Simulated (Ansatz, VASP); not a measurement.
## Cross-check of K2CO3 (liquid K2CO3 at 1100 K) between VASP and Ansatz

Wanted: the spread between two codes on one cell, functional and k mesh. Of the first pair: The structure shown is the start of the Ansatz relaxation below; VASP solves that cell, so the two are compared at the walk's first step.

Calculated with Ansatz 0.2.0; plane waves, with VASP 6.6.1 beside it; single point at revPBE.

## 1. Starting point

The cell holds 192 atoms: 32 C, 96 O and 64 K. Its edges and angles: a = 15.617 Å, b = 15.617 Å, c = 15.617 Å, α = 90.0°, β = 90.0°, γ = 90.0°. As first built, before any earlier steps moved the atoms (in the runner's words): 64 K+, 32 CO3 2- placed at random, at 1.93 g/cm^3; overlaps pushed apart, then 10 ps at 1500 K with harmonic planar carbonate ions with charges +1 on C and -1 on O; Joung-Cheatham ions (J. Phys. Chem. B 112, 9020 (2008)); charges of ions scaled by 0.8. Snapshot after 20 ps at 1100 K and fixed volume. The density is a measured one.

## 2. Ansatz: relaxation, revPBE

Ansatz runs on its default PAW (the set named soft_2) files.

The two programs are compared at the cell with which this relaxation starts, whose forces are those of its first step.

input.yaml reads:

```yaml
crystal:
  lattice:
    - [15.61726, 0.0, 0.0]
    - [0.0, 15.61726, 0.0]
    - [0.0, 0.0, 15.61726]
  atoms:
    - { symbol: C, position: [0.21649, 0.63258, 0.75666] }
    - { symbol: O, position: [0.2174, 0.7152, 0.73565] }
    - { symbol: O, position: [0.15675, 0.6132, 0.80071] }
    - { symbol: O, position: [0.2777, 0.58478, 0.75252] }
    - { symbol: C, position: [0.83259, 0.38131, 0.64693] }
    - { symbol: O, position: [0.78832, 0.40126, 0.58228] }
    - { symbol: O, position: [0.91159, 0.36737, 0.62451] }
    - { symbol: O, position: [0.80366, 0.3473, 0.71518] }
    - { symbol: C, position: [0.84847, 0.58005, 0.88399] }
    - { symbol: O, position: [0.8501, 0.50149, 0.92122] }
    - { symbol: O, position: [0.83943, 0.59056, 0.80526] }
    - { symbol: O, position: [0.88792, 0.63456, 0.91977] }
    - { symbol: C, position: [0.45589, 0.541, 0.53068] }
    - { symbol: O, position: [0.38813, 0.52956, 0.5505] }
    - { symbol: O, position: [0.49949, 0.47349, 0.51732] }
    - { symbol: O, position: [0.47042, 0.61585, 0.49528] }
    - { symbol: C, position: [0.48183, 0.09862, 0.14222] }
    - { symbol: O, position: [0.55089, 0.12943, 0.11588] }
    - { symbol: O, position: [0.48047, 0.01084, 0.14108] }
    - { symbol: O, position: [0.41425, 0.14589, 0.16092] }
    - { symbol: C, position: [0.91616, 0.91954, 0.28803] }
    - { symbol: O, position: [0.97736, 0.97504, 0.30861] }
    - { symbol: O, position: [0.91146, 0.84835, 0.32436] }
    - { symbol: O, position: [0.84558, 0.95215, 0.25236] }
    - { symbol: C, position: [0.84455, 0.78828, 0.68733] }
    - { symbol: O, position: [0.88087, 0.75706, 0.62099] }
    - { symbol: O, position: [0.76092, 0.79266, 0.6822] }
    - { symbol: O, position: [0.8873, 0.8235, 0.75187] }
    - { symbol: C, position: [0.96813, 0.8797, 0.06141] }
    - { symbol: O, position: [0.88638, 0.85922, 0.0774] }
[... 156 atom lines left out ...]
    - { symbol: K, position: [0.09744, 0.72654, 0.22022] }
    - { symbol: K, position: [0.83076, 0.21575, 0.52399] }
    - { symbol: K, position: [0.0068, 0.36896, 0.10353] }
    - { symbol: K, position: [0.06616, 0.69226, 0.68688] }
    - { symbol: K, position: [0.47033, 0.30123, 0.22281] }
    - { symbol: K, position: [0.94814, 0.41706, 0.79868] }
kpoints:
  mp_grid: { grid: [1, 1, 1] }
hamiltonian:
  xc: revpbe
scf:
  occupations: { method: fixed }
output:
  forces: true
relax:
  f_tol: 0.05
  max_steps: 200
  cell: {}
```

Launch:

```
$ ansatz run input.yaml --threads 8 --pin off --max-ram 15872MiB --backend cpu --events-out ev --progress --plain --runs-dir out
```

Numbers of over 12 decimals in the logs are rounded to 6 here.

What it wrote:

```text
Engine: ansatz 0.2.0, aarch64-unknown-linux-gnu
Pseudopotentials: kind: paw
Pseudopotential: C, paw, valence charge 4, recommended cutoff 420 eV (normal), C.paw.azcp
Pseudopotential: O, paw, valence charge 6, recommended cutoff 420 eV (normal), O.paw.azcp
Pseudopotential: K, paw, valence charge 9, recommended cutoff 420 eV (normal), K.paw.azcp
Functional definition: revPBE
  parameter kappa = 1.245
  parameter beta = 0.066725
  exchange = pbe_x(kappa = kappa, mu = beta*pi^2/3)
  correlation = pbe_c(beta = beta)
Crystal: 192 atoms, lattice volume = 3809.031 Å³
Basis set: ecut = 420 eV, 74509 PW (Γ), exchange–correlation on 216×216×216 points (8 copies of the dense FFT grid, shifted against one another)
Bands: 832, of which v1, the nominal top of the filled ones, is band 640 counted from 1 (639 counted from 0)
Symmetry: 1 space group operations
Space group: P1 (ITA 1), of the structure as read, at distance tolerance 1.6e-4 Å
k-points: 1
Non-local potential: C, projectors of the file, l = 0: 2, l = 1: 2, l = 2: 1
Non-local potential: O, projectors of the file, l = 0: 2, l = 1: 2, l = 2: 1
Non-local potential: K, projectors of the file, l = 0: 3, l = 1: 2, l = 2: 2
PAW form: soft (Blöchl's): semilocal exchange-correlation on the pseudo side does not see the compensation charge
PAW frozen core: C, regenerated for the run's functional, and the local potential with it (the file was generated under x = pbe(κ = 0.804, μ = 0.219515), c = pbe(β = 0.066725))
PAW frozen core: O, regenerated for the run's functional, and the local potential with it (the file was generated under x = pbe(κ = 0.804, μ = 0.219515), c = pbe(β = 0.066725))
PAW frozen core: K, regenerated for the run's functional, and the local potential with it (the file was generated under x = pbe(κ = 0.804, μ = 0.219515), c = pbe(β = 0.066725))
PAW one-centre angular grid: C, 110 points (default); XC on 64 Gauss nodes
PAW one-centre angular grid: O, 110 points (default); XC on 64 Gauss nodes
PAW one-centre angular grid: K, 110 points (default); XC on 64 Gauss nodes
Initial density: superposition of atomic densities (neutral atoms: chi_scale 0, normalization atom), corrected by the library's trained network
Initial wavefunctions: pseudopotential atomic-orbital guess
Functional: x = revpbe(κ = 1.245, μ = 0.219515), c = pbe(β = 0.066725)
SCF iter   1: F=—  HF=-161329.220120 eV  |F-HF|=—  |Δ(HF+E_count)|=         —  Δρ=4.45e-3  dr2=1.24e0  ethr=1.77e-3  ⟨swp⟩=6.0  Hψ=2628  notcnv=0  defer=190
preconditioner: auto → Resta (q_TF=auto, 2.275 Å⁻¹)  ε∞=2.7  [insulator: Δε(μ)=2.004 eV  Ē_g=15.596 eV  n_scr=738 (ndim 8)  ℏωp=20.3 eV  f_vac=0.246  ε∞_Penn≈2.7]
SCF iter   2: F=—  HF=-161329.012280 eV  |F-HF|=—  |Δ(HF+E_count)|=   2.08e-1  Δρ=2.17e-3  dr2=2.26e-1  ethr=9.70e-5  ⟨swp⟩=2.0  Hψ=1430  notcnv=0  defer=190
SCF iter   3: F=—  HF=-161329.012852 eV  |F-HF|=—  |Δ(HF+E_count)|=   5.73e-4  Δρ=9.80e-4  dr2=7.50e-2  ethr=1.76e-5  ⟨swp⟩=4.0  Hψ=1227  notcnv=0  defer=190
SCF iter   4: F=—  HF=-161329.011292 eV  |F-HF|=—  |Δ(HF+E_count)|=   1.56e-3  Δρ=5.45e-4  dr2=1.34e-2  ethr=5.86e-6  ⟨swp⟩=4.0  Hψ=1227  notcnv=0  defer=190
SCF iter   5: F=—  HF=-161329.010932 eV  |F-HF|=—  |Δ(HF+E_count)|=   3.60e-4  Δρ=2.18e-4  dr2=1.81e-3  ethr=1.05e-6  ⟨swp⟩=3.0  Hψ=1430  notcnv=0  defer=190
SCF iter   6: F=—  HF=-161329.011626 eV  |F-HF|=—  |Δ(HF+E_count)|=   6.94e-4  Δρ=1.11e-4  dr2=4.21e-4  ethr=1.42e-7  ⟨swp⟩=3.0  Hψ=1339  notcnv=0  defer=190
SCF iter   7: F=—  HF=-161329.011759 eV  |F-HF|=—  |Δ(HF+E_count)|=   1.33e-4  Δρ=4.11e-5  dr2=5.56e-5  ethr=3.29e-8  ⟨swp⟩=3.0  Hψ=1389  notcnv=0  defer=190
SCF iter   8: F=—  HF=-161329.018757 eV  |F-HF|=—  |Δ(HF+E_count)|=   7.00e-3  Δρ=1.57e-5  dr2=8.32e-6  ethr=4.34e-9  ⟨swp⟩=3.0  Hψ=1454  notcnv=0  defer=190
SCF iter   9: F=—  HF=-161329.018768 eV  |F-HF|=—  |Δ(HF+E_count)|=   1.04e-5  Δρ=5.87e-6  dr2=1.22e-6  ethr=6.50e-10  ⟨swp⟩=3.0  Hψ=1359  notcnv=0  defer=190
SCF iter  10: F=—  HF=-161329.018769 eV  |F-HF|=—  |Δ(HF+E_count)|=   1.60e-6  Δρ=3.13e-6  dr2=3.36e-7  ethr=9.56e-11  ⟨swp⟩=2.0  Hψ=1225  notcnv=0  defer=190
SCF iter  11: F=-161329.018770 eV  HF=-161329.018770 eV  |F-HF|=2.83e-8  |Δ(HF+E_count)|=   1.07e-7  Δρ=8.52e-7  dr2=2.65e-8  ethr=7.81e-12  ⟨swp⟩=4.0  Hψ=2340  notcnv=0
SCF 1 converged in 11 iterations: F = -161329.018770 eV  dr2 = 2.65e-8
  greatest PAW one-centre occupation: 0.988 electrons in one spin orbital (limit 2), on the K atom at site 183 (counted from 0), in its partial waves of l = 0
relax step   1: F+E_penalty+E_count = -161329.01876956 eV  Δ(F+E_penalty+E_count) = +0.000e0 eV  max|allowed force component| = 1.643e1 eV/Å  Δτ_max = 0.0000 Å  P = +5.656 GPa  Ω = 3809.031 Å³  (11 SCF iters, dr2 threshold 1.00e-7 eV, accepted)
Crystal: 192 atoms, lattice volume = 3890.128 Å³
[...]
- { symbol: O, position: [0.128670, 0.947788, 0.544006] }
    - { symbol: O, position: [0.118565, -0.069052, 0.683043] }
    - { symbol: O, position: [0.00953139, 0.885708, 0.597719] }
    - { symbol: C, position: [0.535827, 0.932682, 0.332523] }
    - { symbol: O, position: [0.478781, 0.909311, 0.277655] }
    - { symbol: O, position: [0.594140, 0.991160, 0.316047] }
    - { symbol: O, position: [0.536703, 0.897391, 0.406343] }
    - { symbol: C, position: [0.233110, 0.010432, 0.216974] }
    - { symbol: O, position: [0.187156, 0.053889, 0.162911] }
    - { symbol: O, position: [0.248296, 0.042167, 0.290730] }
    - { symbol: O, position: [0.265547, 0.935638, 0.195820] }
    - { symbol: C, position: [0.703393, 0.032216, 0.876990] }
    - { symbol: O, position: [0.708657, 0.072779, 0.947529] }
    - { symbol: O, position: [0.629639, 0.996020, 0.854097] }
    - { symbol: O, position: [0.770839, 0.027616, 0.829202] }
    - { symbol: C, position: [0.275154, 0.373424, 0.343178] }
    - { symbol: O, position: [0.269650, 0.409887, 0.270722] }
    - { symbol: O, position: [0.313260, 0.298437, 0.350561] }
    - { symbol: O, position: [0.244929, 0.412780, 0.408432] }
    - { symbol: C, position: [0.634981, 0.789409, 0.128883] }
    - { symbol: O, position: [0.572768, 0.745862, 0.163290] }
    - { symbol: O, position: [0.625363, 0.818902, 0.053893] }
    - { symbol: O, position: [0.708482, 0.802167, 0.169664] }
    - { symbol: C, position: [0.409882, 0.110879, 0.538107] }
    - { symbol: O, position: [0.346195, 0.074557, 0.497288] }
    - { symbol: O, position: [0.422115, 0.095200, 0.616959] }
    - { symbol: O, position: [0.462260, 0.163741, 0.500709] }
    - { symbol: C, position: [0.837483, 0.181847, 0.123751] }
    - { symbol: O, position: [0.829361, 0.261824, 0.100151] }
    - { symbol: O, position: [0.913870, 0.144880, 0.124048] }
    - { symbol: O, position: [0.769121, 0.139539, 0.147968] }
    - { symbol: C, position: [-0.00370044, 0.188158, 0.857101] }
    - { symbol: O, position: [0.051761, 0.166679, 0.915073] }
    - { symbol: O, position: [-0.021102, 0.132998, 0.797187] }
    - { symbol: O, position: [-0.043988, 0.261491, 0.859234] }
    - { symbol: C, position: [0.011079, 0.208946, 0.443455] }
    - { symbol: O, position: [0.066284, 0.211926, 0.505294] }
    - { symbol: O, position: [0.00370254, 0.139187, 0.399133] }
    - { symbol: O, position: [0.962555, 0.276017, 0.426143] }
    - { symbol: C, position: [0.544784, 0.589569, 0.841843] }
    - { symbol: O, position: [0.561256, 0.668121, 0.864748] }
    - { symbol: O, position: [0.496121, 0.540734, 0.887978] }
    - { symbol: O, position: [0.575296, 0.559494, 0.772524] }
    - { symbol: K, position: [0.377193, 0.683170, 0.856301] }
    - { symbol: K, position: [0.617779, 0.058337, 0.465944] }
    - { symbol: K, position: [0.097486, 0.382568, 0.502347] }
    - { symbol: K, position: [0.572642, 0.211803, 0.627643] }
    - { symbol: K, position: [0.084252, 0.799004, 0.446458] }
    - { symbol: K, position: [0.847893, 0.806341, 0.555799] }
    - { symbol: K, position: [0.534007, 0.130421, 0.928969] }
    - { symbol: K, position: [0.230812, 0.504414, 0.622876] }
    - { symbol: K, position: [0.182400, 0.449134, 0.864801] }
    - { symbol: K, position: [1.004885, 0.525361, 0.055875] }
    - { symbol: K, position: [0.326087, 0.699308, 0.568919] }
    - { symbol: K, position: [0.685936, 0.633149, 0.246139] }
    - { symbol: K, position: [0.866267, 0.176036, 0.302156] }
    - { symbol: K, position: [0.393394, 0.807506, 0.165891] }
    - { symbol: K, position: [0.843745, 0.570452, 0.575793] }
    - { symbol: K, position: [0.288093, -0.028322, 0.621816] }
    - { symbol: K, position: [0.020214, 0.234539, 0.665668] }
    - { symbol: K, position: [0.355568, 0.194607, 0.742193] }
    - { symbol: K, position: [0.725880, 0.871826, 0.331823] }
    - { symbol: K, position: [0.061866, 0.721819, 0.916574] }
    - { symbol: K, position: [0.370107, 0.334537, 0.512187] }
    - { symbol: K, position: [0.359448, 0.047237, 0.080582] }
    - { symbol: K, position: [0.894050, 0.064006, 0.959128] }
    - { symbol: K, position: [0.821294, 0.789419, 0.914361] }
[...]
- { symbol: K, position: [0.477551, 1.015656, 0.758767] }
    - { symbol: K, position: [0.365585, 0.551308, 0.339084] }
    - { symbol: K, position: [0.107464, 0.749144, 0.197980] }
    - { symbol: K, position: [0.810687, 0.245180, 0.516056] }
    - { symbol: K, position: [-0.000901643, 0.275392, 0.040265] }
    - { symbol: K, position: [0.054382, 0.701479, 0.671019] }
    - { symbol: K, position: [0.454350, 0.351381, 0.237935] }
    - { symbol: K, position: [0.932609, 0.423099, 0.802194] }
```

In the SCF lines HF is the Harris–Foulkes energy and dr2 the Hartree energy of the density residual, in eV; the loop may stop once dr2 is under the threshold and the program's other checks hold. Hψ counts applications of the Hamiltonian.

## 3. VASP: single point, revPBE, start cell, pair 1

The same cell, functional and mesh now go to VASP, with its own data sets.

Lines of VASP's logs that name or quote its potential files are left out, and so is its time.

INCAR reads:

```
SYSTEM = K2CO3
PREC = Accurate
ENCUT = 520
EDIFF = 1E-06
NELM = 120
ISMEAR = 0
SIGMA = 0.01
LREAL = Auto
ALGO = Normal
GGA = RE
NBANDS = 774
LORBIT = 11
LWAVE = .FALSE.
LCHARG = .FALSE.
ISIF = 2
LASPH = .TRUE.
GGA_COMPAT = .FALSE.
EFERMI = MIDGAP
```

POSCAR reads:

```
K2CO3
1.0
   15.6172600000      0.0000000000      0.0000000000
    0.0000000000     15.6172600000      0.0000000000
    0.0000000000      0.0000000000     15.6172600000
C O K
32 96 64
Direct
    0.2164912411      0.6325821559      0.7566628205
    0.8325916326      0.3813088852      0.6469316641
    0.8484714988      0.5800505338      0.8839898932
    0.4558930312      0.5409975886      0.5306820787
    0.4818322804      0.0986216532      0.1422208505
    0.9161594287      0.9195403035      0.2880274773
    0.8445527577      0.7882816832      0.6873292754
    0.9681275717      0.8796997681      0.0614128215
    0.0190878554      0.5521583171      0.5175299636
    0.9295612675      0.5253610428      0.2098831677
    0.7014610758      0.6511129353      0.4369972710
    0.5624802302      0.3029404646      0.8342500541
    0.2359120614      0.4154185817      0.0816916668
    0.2861321384      0.7475318974      0.0052570041
    0.4683472005      0.8351977235      0.6829879249
    0.2254876976      0.3572585716      0.7302817524
    0.6938284949      0.2621394534      0.3431972062
    0.3197487908      0.0762617770      0.8386490332
    0.5254698968      0.4756083974      0.2025707454
    0.2692469742      0.6879695926      0.3522192753
    0.7830374854      0.0679568631      0.5920308684
    0.1172100612      0.9426429476      0.6005470870
    0.5474711953      0.9050883446      0.3645325749
    0.2311416984      0.0182170240      0.1965773766
    0.6695028449      0.0519681429      0.8926725943
    0.2239573395      0.3858487340      0.3753987575
    0.6217479891      0.7702119322      0.1013301949
    0.4164622988      0.1440393513      0.4934988596
    0.8477991658      0.1975122397      0.1340375969
    0.0429396706      0.2210695090      0.9114915164
[... 156 atom lines left out ...]
    0.0974370664      0.7265423000      0.2202178871
    0.8307603254      0.2157484732      0.5239907641
    0.0068001685      0.3689571666      0.1035328861
    0.0661575718      0.6922597178      0.6868810534
    0.4703321838      0.3012308177      0.2228111717
    0.9481368691      0.4170577937      0.7986804343
```

KPOINTS reads:

```
Automatic mesh
0
Gamma
1 1 1
0 0 0
```

Potentials, in the order of the species: C, O and K_sv (PBE family, release 64).

Launch:

```
$ export OMP_NUM_THREADS=3
$ mpirun -np 1 vasp_gam
```

What it wrote:

```text
[banner, memory and clock lines left out]
running    1 mpi-ranks, on    1 nodes
[...]
Offloading initialized ...    1 GPUs detected
[...]
|                                                                             |
|               ----> ADVICE to this user running VASP <----                  |
|                                                                             |
|     You enforced a specific xc type in the INCAR file but a different       |
|     [... a line on the potential file left out ...]
|     I HOPE YOU KNOW WHAT YOU ARE DOING!                                     |
|                                                                             |

 LDA part: xc-table for (Slater+PW92), standard interpolation
 POSCAR, INCAR and KPOINTS ok, starting setup
[...]
entering main loop
       N       E                     dE             d eps       ncg     rms          rms(c)
DAV:   1     0.149977836467E+05    0.14998E+05   -0.72630E+05  1548   0.162E+03
DAV:   2     0.286491602226E+03   -0.14711E+05   -0.14249E+05  1914   0.477E+02
DAV:   3    -0.118946897861E+04   -0.14760E+04   -0.14664E+04  1944   0.146E+02
DAV:   4    -0.124739921792E+04   -0.57930E+02   -0.57705E+02  1992   0.298E+01
[...]
DAV:  19    -0.108030003298E+04    0.31426E-06   -0.25833E-05  1848   0.101E-02    0.643E-03
DAV:  20    -0.108030003475E+04   -0.17725E-05   -0.14349E-05  1928   0.626E-03    0.329E-03
DAV:  21    -0.108030003540E+04   -0.65259E-06   -0.31346E-06  1440   0.253E-03
   1 F= -.10803000E+04 E0= -.10803000E+04  d E =0.000000E+00
```

Parts of OUTCAR (step 3):

```text
  FREE ENERGIE OF THE ION-ELECTRON SYSTEM (eV)
  ---------------------------------------------------
  free  energy   TOTEN  =     -1080.3000354048 eV

  energy  without entropy=    -1080.3000354048  energy(sigma->0) =    -1080.30003540
```

The run ends at a pressure of 6.16 GPa, with forces up to 19 eV/Å.

## 4. Comparison

Known differences besides the potentials themselves: fixed occupations in Ansatz, narrow Gaussian smearing in VASP; the cutoff is 420 eV in Ansatz and 520 eV in VASP (PREC = Accurate, projectors in real space); Ansatz makes its cores anew for this functional, VASP keeps those of its PBE data sets. Total energies have different zeros and are not compared.

Forces on 7 of the 192 atoms, those with the largest forces and the largest differences (eV/Å; atoms numbered as in POSCAR):

| atom | Ansatz x, y, z | VASP x, y, z |
| --- | --- | --- |
| C4 | 9.064, 2.506, -6.595 | 9.873, 2.682, -6.749 |
| C9 | -8.341, -0.788, 4.736 | -8.758, -1.276, 4.878 |
| O41 | 3.782, 7.566, 6.325 | 4.072, 7.957, 6.595 |
| O42 | -16.430, -2.545, 7.125 | -17.443, -2.719, 7.426 |
| O58 | 10.104, 7.984, -8.457 | 10.661, 8.541, -8.817 |
| O114 | -3.344, -4.798, -8.149 | -3.584, -4.983, -8.268 |
| O115 | 3.315, 4.439, 12.284 | 3.210, 4.501, 12.838 |

The forces differ by 153 meV/Å r.m.s., which is 6.2 % of the r.m.s. force of 2.487 eV/Å (both taken over all components).

(Part 1 of 2 ends here.)

[Lines on the potential files, build, host, timing and source positions are cut from VASP's logs without a mark.]

[Logs are printed without paths, hosts, clocks, repeated set-up lines and the standing remarks that a program may print on its own settings, such as how far it seeks lower states.]

[Hosts, paths, dates, database ids (printed as entryN), source tags and the programs' standing remarks are cut or masked in the printed files.]
